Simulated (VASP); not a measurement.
# MoS2 (R3m): band edges, masses and strain, part 7 of 10

Wanted: where the band edges of MoS2 lie, how heavy the carriers are and how strain moves the gap. The start is a cell from a database of measured crystal structures.

VASP 6.6.1, plane waves and PAW; the level of theory is named at each step.

So far. Step 12 (Bands of the strained cell, strain hydrostatic 0.5 %): The run ends at a pressure of -2.03 GPa, with forces up to 0.0010 eV/Å. Step 14 (Bands of the strained cell, strain along x -0.5 %): The run ends at a pressure of -0.55 GPa, with forces up to 8.9e-4 eV/Å.

## 16. Bands of the strained cell, strain along x 0.5 %

Level of this step: PBEsol; plane waves and PAW (Mo_sv, S) (VASP).

Input file INCAR:

```
SYSTEM = MoS2
PREC = Accurate
ENCUT = 400
EDIFF = 1E-06
NELM = 100
ISMEAR = 0
SIGMA = 0.02
LREAL = .FALSE.
ALGO = Normal
GGA = PS
NBANDS = 26
LASPH = .TRUE.
LORBIT = 11
LWAVE = .FALSE.
LCHARG = .FALSE.
KPAR = 4
ISIF = 2
```

Input file POSCAR:

```
MoS2
1.0
    1.5878999397      0.9122133910      6.1500000000
   -1.5878999397      0.9122133910      6.1500000000
    0.0000000000     -1.8244267820      6.1500000000
Mo S
1 2
Direct
    0.9998952229      0.9998952229      0.0005029316
    0.2495890425      0.2495890425      0.2493086667
    0.4175157346      0.4175157346      0.4171884017
```

Input file KPOINTS:

```
Automatic mesh
0
Gamma
10 10 10
0 0 0
```

Input file KPOINTS_OPT:

```
Line mode
16
Line-mode
Reciprocal
  0.00000000   0.00000000   0.00000000 GAMMA
 -0.50000000  -0.50000000   0.00000000 Y

 -0.50000000  -0.50000000   0.00000000 Y
 -0.34066700  -0.34066700   0.18133401 F

 -0.34066700  -0.34066700   0.18133401 F
  0.00000000   0.00000000   0.50000000 L

  0.00000000   0.00000000   0.50000000 L
 -0.18064563   0.18064563   0.50000000 I

  0.18064563   0.81935437   0.50000000 I1
  0.50000000   0.50000000   0.50000000 Z

  0.50000000   0.50000000   0.50000000 Z
  0.34066700   0.34066700   0.81866599 F1

 -0.50000000  -0.50000000   0.00000000 Y
 -0.65842406  -0.34157594   0.00000000 X1

 -0.34157594   0.34157594   0.00000000 X
  0.00000000   0.00000000   0.00000000 GAMMA

  0.00000000   0.00000000   0.00000000 GAMMA
 -0.50000000   0.00000000   0.00000000 N

  0.00000000   0.50000000   0.50000000 M
  0.00000000   0.00000000   0.00000000 GAMMA
```

The projector-augmented-wave data sets are Mo_sv and S (PBE family, release 64).

The run is started by

```console
$ mpirun -np 4 vasp_std
```

The program printed:

```text
[... set-up lines as in an earlier step ...]
 entering main loop
       N       E                     dE             d eps       ncg     rms          rms(c)
DAV:   1     0.145940729423E+03    0.14594E+03   -0.11217E+04 14968   0.776E+02
DAV:   2    -0.196228306083E+02   -0.16556E+03   -0.15956E+03 17930   0.235E+02
DAV:   3    -0.248689388584E+02   -0.52461E+01   -0.52092E+01 17888   0.395E+01
DAV:   4    -0.249127133880E+02   -0.43775E-01   -0.43756E-01 17870   0.397E+00
[...]
DAV:  12    -0.234417889070E+02    0.15882E-04   -0.45508E-05 16026   0.327E-02    0.294E-02
DAV:  13    -0.234417952202E+02   -0.63132E-05   -0.64885E-06 15820   0.124E-02    0.615E-03
DAV:  14    -0.234417952527E+02   -0.32469E-07   -0.51908E-07 13726   0.360E-03
   1 F= -.23441795E+02 E0= -.23441795E+02  d E =-.736380E-82
 Start KPOINTS_OPT (optional k-point list driver)
k-point batch [1-160\160]
       N       E                     dE             ncg
DAV:   1    -0.839501177100E+04   -0.11765E+06     8704
DAV:   2    -0.340779794149E+05   -0.25683E+05    10144
DAV:   3    -0.348509559838E+05   -0.77298E+03    10230
DAV:   4    -0.348573716582E+05   -0.64157E+01    10000
DAV:   5    -0.348574533118E+05   -0.81654E-01    10306
DAV:   6    -0.348574547780E+05   -0.14662E-02    10092
DAV:   7    -0.348574548097E+05   -0.31765E-04    10108
DAV:   8    -0.348574548104E+05   -0.68398E-06     7376
```

Elapsed: 2 min, on 4 MPI ranks of Intel Xeon 6975P-C (Granite Rapids), shared host; peak memory 2.1 GiB.

Parts of OUTCAR (step 16):

```text
  Total       -0.8945793     -0.6236600      0.0176127      0.0000000     -0.0045895      0.0000000
  in kB      -26.8153515    -18.6944437      0.5279472      0.0000000     -0.1375710      0.0000000
  external PRESSURE =     -14.9939493 kB  Pullay stress =       0.0000000 kB

 POSITION                                       TOTAL-FORCE (eV/Angst)
 -----------------------------------------------------------------------------------
      0.00000      1.82332     12.30180         0.000000      0.000668      0.000078
      0.00000      0.00051      4.60319         0.000000     -0.000547     -0.000510
      0.00000      0.00060      7.70115         0.000000     -0.000121      0.000433
 -----------------------------------------------------------------------------------
    total drift:                               -0.000000      0.000003      0.000091

  FREE ENERGIE OF THE ION-ELECTRON SYSTEM (eV)
  ---------------------------------------------------
  free  energy   TOTEN  =       -23.4417952527 eV

  energy  without entropy=      -23.4417952527  energy(sigma->0) =      -23.44179525

[... 2 parts as in an earlier step ...]

[... 1 further part left out ...]
[key lines of the parts left out:]
E-fermi :   7.7751
```

Electronic bands along the path, in eV, zero at the valence-band top; v1 is the highest filled band, c1 the lowest empty one:

```tsv
point	v4	v3	v2	v1	c1	c2	c3	c4
Γ	-2.32	-2.28	-1.23	-1.20	2.00	2.03	2.41	2.45
0.47 of the way	-3.22	-2.70	-1.89	-1.29	1.34	1.65	2.43	3.07
Y	-3.98	-2.92	-1.86	-1.32	1.53	2.12	2.95	3.88
0.47 of the way	-3.98	-2.89	-1.85	-1.32	1.53	2.13	2.96	3.85
F	-3.99	-2.79	-1.82	-1.34	1.54	2.15	3.01	3.76
0.47 of the way	-4.03	-2.53	-1.72	-1.41	1.56	2.07	3.26	3.56
L	-4.05	-2.34	-1.66	-1.48	1.58	1.99	3.42	3.44
0.47 of the way	-3.87	-3.04	-2.52	-1.13	1.40	2.24	2.66	3.90
I	-4.39	-3.78	-2.83	-0.78	0.97	2.25	2.99	4.20
jump to I1	-4.39	-3.78	-2.83	-0.78	0.97	2.25	2.99	4.20
0.47 of the way	-4.19	-2.83	-1.95	-1.58	1.45	1.85	2.15	3.60
Z	-3.41	-2.29	-2.25	0.00	2.10	2.12	2.27	2.31
0.47 of the way	-3.16	-2.76	-2.30	-1.22	1.66	1.94	2.08	3.06
F1	-3.99	-2.79	-1.82	-1.34	1.54	2.15	3.01	3.76
jump to Y	-3.98	-2.92	-1.86	-1.32	1.53	2.12	2.95	3.88
0.53 of the way	-4.05	-3.36	-2.75	-1.02	1.45	2.44	2.92	3.60
X1	-4.40	-3.71	-2.86	-0.77	0.95	2.26	2.96	4.20
jump to X	-4.40	-3.71	-2.86	-0.77	0.95	2.26	2.96	4.20
0.53 of the way	-3.69	-2.71	-1.54	-1.48	0.93	1.74	2.23	3.52
Γ	-2.32	-2.28	-1.23	-1.20	2.00	2.03	2.41	2.45
0.53 of the way	-3.38	-2.44	-1.75	-1.62	1.21	1.73	2.68	3.08
N	-4.00	-2.36	-1.62	-1.51	1.57	1.99	3.43	3.46
jump to M	-3.92	-2.94	-1.81	-1.34	1.53	2.12	2.96	3.89
0.53 of the way	-3.18	-2.66	-1.90	-1.30	1.32	1.69	2.43	3.08
Γ	-2.32	-2.28	-1.23	-1.20	2.00	2.03	2.41	2.45
```

Of the projections kept (Mo, S), the largest for each band there; the rest of the weight can lie on other orbitals:

```tsv
point	v4	v3	v2	v1	c1	c2	c3	c4
Γ	Mo 0.62	Mo 0.62	S 0.77	Mo 0.70	S 0.51	S 0.51	S 0.61	S 0.61
Y	Mo 0.58	S 0.73	S 0.84	Mo 0.65	Mo 0.97	Mo 0.90	Mo 0.68	Mo 0.59
F	Mo 0.57	S 0.73	S 0.83	Mo 0.67	Mo 0.96	Mo 0.90	Mo 0.66	Mo 0.59
L	Mo 0.56	S 0.72	S 0.82	Mo 0.72	Mo 0.96	Mo 0.92	Mo 0.63	Mo 0.62
I	S 0.64	S 0.79	S 0.67	Mo 0.84	Mo 0.92	Mo 0.79	Mo 0.78	Mo 0.71
I1	S 0.64	S 0.79	S 0.67	Mo 0.84	Mo 0.92	Mo 0.79	Mo 0.78	Mo 0.71
```

On this path the gap is indirect, 0.88 eV, with the valence top at Z and the conduction bottom between X and Γ. The least direct gap is 1.71 eV.

## 17. Strained cell, atoms relaxed

Changes to INCAR since step 16:

```diff
@@ -10,3 +10,3 @@
 GGA = PS
-NBANDS = 26
+NBANDS = 19
 LASPH = .TRUE.
@@ -16,2 +16,5 @@
 KPAR = 4
+IBRION = 2
+NSW = 30
 ISIF = 2
+EDIFFG = -0.003
```

Input file POSCAR:

```
MoS2
1.0
    1.5799999400      0.9076523240      6.1500000000
   -1.5799999400      0.9076523240      6.1500000000
    0.0000000000     -1.8153046481      6.1500000000
Mo S
1 2
Direct
    0.0000969778      0.0000969778      0.0000969778
    0.2493547625      0.2493547625      0.2493547625
    0.4175482597      0.4175482597      0.4175482597
```

KPOINTS is that of step 16.

The run is started by

```console
$ mpirun -np 4 vasp_std
```

The program printed:

```text
[... set-up lines as in an earlier step ...]
 entering main loop
       N       E                     dE             d eps       ncg     rms          rms(c)
DAV:   1     0.148899979002E+03    0.14890E+03   -0.11907E+04 11052   0.106E+03
DAV:   2    -0.192317544379E+02   -0.16813E+03   -0.16427E+03 13510   0.291E+02
DAV:   3    -0.248326516063E+02   -0.56009E+01   -0.55540E+01 13018   0.501E+01
DAV:   4    -0.248940859527E+02   -0.61434E-01   -0.61400E-01 13633   0.560E+00
[...]
DAV:  12    -0.234457969150E+02    0.17879E-04   -0.77820E-05 12287   0.580E-02    0.227E-02
DAV:  13    -0.234458064196E+02   -0.95047E-05   -0.16770E-05 11873   0.236E-02    0.789E-03
DAV:  14    -0.234458064671E+02   -0.47433E-07   -0.10513E-06  7859   0.650E-03
   1 F= -.23445806E+02 E0= -.23445806E+02  d E =-.234458E+02
[...]
2 F= -.23445960E+02 E0= -.23445960E+02  d E =-.153140E-03
[...]
3 F= -.23445961E+02 E0= -.23445961E+02  d E =-.154229E-03
[...]
4 F= -.23445967E+02 E0= -.23445967E+02  d E =-.623001E-05
[...]
5 F= -.23445967E+02 E0= -.23445967E+02  d E =-.665831E-05
[...]
reached required accuracy - stopping structural energy minimisation
```

Wall time 1.8 min (4 MPI ranks); peak memory 1.6 GiB.

From OUTCAR (step 17):

```text
  Total       -0.4360541     -0.1539382      0.0457044      0.0000000     -0.0047647      0.0000000
  in kB      -13.2022512     -4.6607295      1.3837758      0.0000000     -0.1442598      0.0000000
  external PRESSURE =      -5.4930683 kB  Pullay stress =       0.0000000 kB

 POSITION                                       TOTAL-FORCE (eV/Angst)
 -----------------------------------------------------------------------------------
      0.00000      1.81421     12.30178         0.000000      0.000041      0.000398
      0.00000      0.00050      4.59802         0.000000     -0.000264     -0.001050
      0.00000      0.00059      7.70635         0.000000      0.000223      0.000652
 -----------------------------------------------------------------------------------
    total drift:                               -0.000000      0.000063      0.000099

  FREE ENERGIE OF THE ION-ELECTRON SYSTEM (eV)
  ---------------------------------------------------
  free  energy   TOTEN  =       -23.4459673542 eV

  energy  without entropy=      -23.4459673542  energy(sigma->0) =      -23.44596735

[... 2 parts as in an earlier step ...]

[... 2 further parts left out ...]
[key lines of the parts left out:]
E-fermi :   7.6778
```

## 18. Bands of the strained cell

Changes to INCAR since step 17:

```diff
@@ -10,3 +10,3 @@
 GGA = PS
-NBANDS = 19
+NBANDS = 26
 LASPH = .TRUE.
@@ -16,5 +16,2 @@
 KPAR = 4
-IBRION = 2
-NSW = 30
 ISIF = 2
-EDIFFG = -0.003
```

Input file POSCAR:

```
MoS2
1.0
    1.5799999400      0.9076523240      6.1500000000
   -1.5799999400      0.9076523240      6.1500000000
    0.0000000000     -1.8153046481      6.1500000000
Mo S
1 2
Direct
    0.9998954801      0.9998954801      0.0004982865
    0.2493078337      0.2493078337      0.2490300169
    0.4177966862      0.4177966862      0.4174716966
```

KPOINTS is that of step 17.

Input file KPOINTS_OPT:

```
Line mode
16
Line-mode
Reciprocal
  0.00000000   0.00000000   0.00000000 GAMMA
 -0.50000000  -0.50000000   0.00000000 Y

 -0.50000000  -0.50000000   0.00000000 Y
 -0.34059385  -0.34059385   0.18118770 F

 -0.34059385  -0.34059385   0.18118770 F
  0.00000000   0.00000000   0.50000000 L

  0.00000000   0.00000000   0.50000000 L
 -0.18049438   0.18049438   0.50000000 I

  0.18049438   0.81950562   0.50000000 I1
  0.50000000   0.50000000   0.50000000 Z

  0.50000000   0.50000000   0.50000000 Z
  0.34059385   0.34059385   0.81881230 F1

 -0.50000000  -0.50000000   0.00000000 Y
 -0.65849337  -0.34150663   0.00000000 X1

 -0.34150663   0.34150663   0.00000000 X
  0.00000000   0.00000000   0.00000000 GAMMA

  0.00000000   0.00000000   0.00000000 GAMMA
 -0.50000000   0.00000000   0.00000000 N

  0.00000000   0.50000000   0.50000000 M
  0.00000000   0.00000000   0.00000000 GAMMA
```

The run is started by

```console
$ mpirun -np 4 vasp_std
```

The program printed:

```text
[... set-up lines as in an earlier step ...]
 entering main loop
       N       E                     dE             d eps       ncg     rms          rms(c)
DAV:   1     0.145434478207E+03    0.14543E+03   -0.11251E+04 14904   0.777E+02
DAV:   2    -0.196746301446E+02   -0.16511E+03   -0.15914E+03 17846   0.235E+02
DAV:   3    -0.248537526285E+02   -0.51791E+01   -0.51429E+01 17912   0.393E+01
DAV:   4    -0.248964767577E+02   -0.42724E-01   -0.42706E-01 17856   0.392E+00
[...]
DAV:  12    -0.234459614916E+02    0.16131E-04   -0.43692E-05 15906   0.321E-02    0.307E-02
DAV:  13    -0.234459672807E+02   -0.57891E-05   -0.62860E-06 15842   0.124E-02    0.662E-03
DAV:  14    -0.234459673090E+02   -0.28262E-07   -0.56634E-07 13522   0.382E-03
   1 F= -.23445967E+02 E0= -.23445967E+02  d E =-.167248E-16
 Start KPOINTS_OPT (optional k-point list driver)
k-point batch [1-160\160]
       N       E                     dE             ncg
DAV:   1    -0.735515314301E+04   -0.11748E+06     8560
DAV:   2    -0.335861422835E+05   -0.26231E+05    10136
DAV:   3    -0.343701286377E+05   -0.78399E+03    10082
DAV:   4    -0.343764690529E+05   -0.63404E+01    10150
DAV:   5    -0.343765486832E+05   -0.79630E-01    10258
DAV:   6    -0.343765500935E+05   -0.14103E-02    10148
DAV:   7    -0.343765501236E+05   -0.30142E-04    10008
DAV:   8    -0.343765501243E+05   -0.68809E-06     7372
```

Wall time 1.7 min (4 MPI ranks); peak memory 2.1 GiB.

Parts of OUTCAR (step 18):

```text
  Total       -0.4352456     -0.1541782      0.0493622      0.0000000     -0.0047241      0.0000000
  in kB      -13.1777735     -4.6679959      1.4945223      0.0000000     -0.1430300      0.0000000
  external PRESSURE =      -5.4504157 kB  Pullay stress =       0.0000000 kB

 POSITION                                       TOTAL-FORCE (eV/Angst)
 -----------------------------------------------------------------------------------
      0.00000      1.81421     12.30178         0.000000     -0.000328      0.000419
      0.00000      0.00050      4.59802         0.000000     -0.000066     -0.000695
      0.00000      0.00059      7.70635         0.000000      0.000394      0.000276
 -----------------------------------------------------------------------------------
    total drift:                               -0.000000     -0.000001      0.000080

  FREE ENERGIE OF THE ION-ELECTRON SYSTEM (eV)
  ---------------------------------------------------
  free  energy   TOTEN  =       -23.4459673090 eV

  energy  without entropy=      -23.4459673090  energy(sigma->0) =      -23.44596731

[... 2 parts as in an earlier step ...]

[... 1 further part left out ...]
[key lines of the parts left out:]
E-fermi :   7.7043
```

The run ends at a pressure of -0.55 GPa, with forces up to 7.0e-4 eV/Å.

## 19. Strained cell, atoms relaxed

Changes to INCAR since step 18:

```diff
@@ -10,3 +10,3 @@
 GGA = PS
-NBANDS = 26
+NBANDS = 19
 LASPH = .TRUE.
@@ -16,2 +16,5 @@
 KPAR = 4
+IBRION = 2
+NSW = 30
 ISIF = 2
+EDIFFG = -0.003
```

Input file POSCAR:

```
MoS2
1.0
    1.5799999400      0.9167744580      6.1500000000
   -1.5799999400      0.9167744580      6.1500000000
    0.0000000000     -1.8335489159      6.1500000000
Mo S
1 2
Direct
    0.0000969778      0.0000969778      0.0000969778
    0.2493547625      0.2493547625      0.2493547625
    0.4175482597      0.4175482597      0.4175482597
```

KPOINTS is that of step 18.

The run is started by

```console
$ mpirun -np 4 vasp_std
```

The program printed:

```text
[... set-up lines as in an earlier step ...]
 entering main loop
       N       E                     dE             d eps       ncg     rms          rms(c)
DAV:   1     0.148296305059E+03    0.14830E+03   -0.11893E+04 11076   0.106E+03
DAV:   2    -0.191876007536E+02   -0.16748E+03   -0.16368E+03 13416   0.291E+02
DAV:   3    -0.248525193917E+02   -0.56649E+01   -0.56183E+01 13129   0.504E+01
DAV:   4    -0.249143930777E+02   -0.61874E-01   -0.61844E-01 13549   0.558E+00
[...]
DAV:  12    -0.234416297740E+02    0.20877E-04   -0.89227E-05 12285   0.625E-02    0.261E-02
DAV:  13    -0.234416399567E+02   -0.10183E-04   -0.19073E-05 11869   0.254E-02    0.863E-03
DAV:  14    -0.234416400160E+02   -0.59256E-07   -0.12021E-06  7965   0.690E-03
   1 F= -.23441640E+02 E0= -.23441640E+02  d E =-.234416E+02
[... from here on, the cycles between the ionic steps are left out ...]
   2 F= -.23441791E+02 E0= -.23441791E+02  d E =-.151267E-03
   3 F= -.23441791E+02 E0= -.23441791E+02  d E =-.151363E-03
   4 F= -.23441791E+02 E0= -.23441791E+02  d E =-.151307E-03
   5 F= -.23441797E+02 E0= -.23441797E+02  d E =-.520315E-05
   6 F= -.23441797E+02 E0= -.23441797E+02  d E =-.567694E-05
[...]
reached required accuracy - stopping structural energy minimisation
```

The job ended after 2 min (4 MPI ranks; peak memory 1.6 GiB).

Parts of OUTCAR (step 19):

```text
  Total       -0.6200519     -0.8948906      0.0206484      0.0000000      0.0045799      0.0000000
  in kB      -18.5862882    -26.8246819      0.6189446      0.0000000      0.1372855      0.0000000
  external PRESSURE =     -14.9306752 kB  Pullay stress =       0.0000000 kB

 POSITION                                       TOTAL-FORCE (eV/Angst)
 -----------------------------------------------------------------------------------
      0.00000     -1.83246      6.15180         0.000000     -0.000978      0.000079
      0.00000     -0.00050      4.60319         0.000000      0.000704     -0.000030
      0.00000     -0.00059      7.70116         0.000000      0.000274     -0.000049
 -----------------------------------------------------------------------------------
    total drift:                                0.000000     -0.000142      0.000047

  FREE ENERGIE OF THE ION-ELECTRON SYSTEM (eV)
  ---------------------------------------------------
  free  energy   TOTEN  =       -23.4417969999 eV

  energy  without entropy=      -23.4417969999  energy(sigma->0) =      -23.44179700

[... 2 parts as in an earlier step ...]

[... 2 further parts left out ...]
[key lines of the parts left out:]
E-fermi :   7.7322
```

(Part 7 of 10 ends here.)

[Lines on the potential files, build, host, timing and source positions are cut from VASP's logs without a mark.]

[Logs are printed without paths, hosts, clocks, repeated set-up lines and the standing remarks that a program may print on its own settings, such as how far it seeks lower states.]

[Hosts, paths, dates, database ids (printed as entryN), source tags and the programs' standing remarks are cut or masked in the printed files.]

[In band tables of VASP the shares of atoms and orbitals are scaled to a sum of 1 inside the atoms' spheres.]

[Gaps and slopes under strain along one axis are those of the sampled path and mesh points; where strain splits equal valleys, another of them can be the edge.]
